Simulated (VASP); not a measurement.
Calculation: PBE GGA, VASP's PBE PAW potentials (set 64) (plane waves; VASP).

A VASP calculation is set up with these files.

POSCAR:
```
W
1
   -1.5935571320     1.5935571320     1.5935571320
    1.5935571320    -1.5935571320     1.5935571320
    1.5935571320     1.5935571320    -1.5935571320
W
1
Direct
  0.0000000000   0.0000000000   0.0000000000
```

**INCAR**
```
! general
SYSTEM =W
PREC   =Accurate
ENCUT  =400   ! plane-wave cut-off (eV)
LREAL  =F   ! projection in real space or not
LASPH  =T   ! aspherical one-centre terms

! electronic loop
EDIFF  =1E-7   ! SCF stop (eV)
NELM   =100   ! most electronic steps
ALGO   =Normal   ! blocked Davidson
LMAXMIX=6   ! l cut-off of mixed one-centre charges

! smearing
ISMEAR =-5

! functional
GGA    =PE   ! PBE

! ions
ISIF   =2

! output
LWAVE  =F
LCHARG =T
LORBIT =11   ! lm-projected
NEDOS  =601
```

**KPOINTS**
```
Automatic mesh
0
G
  18 18 18
0 0 0
```

POTCAR, in this order: W_sv (PBE.64 set). Program: vasp_std.

Output

### OSZICAR
```
       N       E                     dE             d eps       ncg     rms          rms(c)
DAV:   1     0.650174665798E+02    0.65017E+02   -0.68278E+03  4306   0.122E+03
DAV:   2    -0.122986492380E+02   -0.77316E+02   -0.74942E+02  4652   0.294E+02
DAV:   3    -0.135845892926E+02   -0.12859E+01   -0.12758E+01  4919   0.386E+01
DAV:   4    -0.135910349760E+02   -0.64457E-02   -0.64491E-02  4608   0.298E+00
DAV:   5    -0.135910877462E+02   -0.52770E-04   -0.52778E-04  4821   0.270E-01    0.201E+01
DAV:   6    -0.130884882285E+02    0.50260E+00   -0.60180E-01  4572   0.103E+01    0.790E+00
DAV:   7    -0.129588429915E+02    0.12965E+00   -0.31938E-01  4743   0.703E+00    0.698E-01
DAV:   8    -0.129547316612E+02    0.41113E-02   -0.36855E-03  4398   0.908E-01    0.911E-02
DAV:   9    -0.129547381913E+02   -0.65302E-05   -0.14694E-04  4896   0.149E-01    0.465E-02
DAV:  10    -0.129547407031E+02   -0.25117E-05   -0.14332E-05  4665   0.545E-02    0.877E-03
DAV:  11    -0.129547422073E+02   -0.15043E-05   -0.19869E-07  4264   0.535E-03    0.639E-04
DAV:  12    -0.129547416087E+02    0.59868E-06   -0.65612E-09  2373   0.958E-04    0.122E-04
DAV:  13    -0.129547415846E+02    0.24109E-07   -0.53457E-10  2265   0.324E-04
   1 F= -.12954742E+02 E0= -.12954742E+02  d E =0.000000E+00
```

### OUTCAR
```
------------------------ aborting loop because EDIFF is reached ----------------------------------------
  FORCE on cell =-STRESS in cart. coord.  units (eV):
  Direction    XX          YY          ZZ          XY          YZ          ZX
  --------------------------------------------------------------------------------------
  Total       -0.0294377     -0.0294377     -0.0294377      0.0000000      0.0000000      0.0000000
  in kB       -2.9137416     -2.9137416     -2.9137416      0.0000000      0.0000000      0.0000000
  external PRESSURE =      -2.9137416 kB  Pullay stress =       0.0000000 kB
  volume of cell :       16.19
      direct lattice vectors                 reciprocal lattice vectors
    -1.593557132  1.593557132  1.593557132     0.000000000  0.313763460  0.313763460
     1.593557132 -1.593557132  1.593557132     0.313763460  0.000000000  0.313763460
     1.593557132  1.593557132 -1.593557132     0.313763460  0.313763460  0.000000000
 POSITION                                       TOTAL-FORCE (eV/Angst)
 -----------------------------------------------------------------------------------
      0.00000      0.00000      0.00000        -0.000000     -0.000000     -0.000000
 -----------------------------------------------------------------------------------
    total drift:                                0.000000     -0.000000      0.000000
  FREE ENERGIE OF THE ION-ELECTRON SYSTEM (eV)
  ---------------------------------------------------
  free  energy   TOTEN  =       -12.9547415846 eV

  energy  without entropy=      -12.9547415846  energy(sigma->0) =      -12.95474158

 total charge

# of ion       s       p       d       tot
------------------------------------------
    1        2.396   6.335   3.315  12.046
```
(Selected blocks of OUTCAR.)

For a metal the tetrahedron method with Blöchl corrections gives inexact stress and forces.

The compound is W in the bcc structure. It was relaxed first.
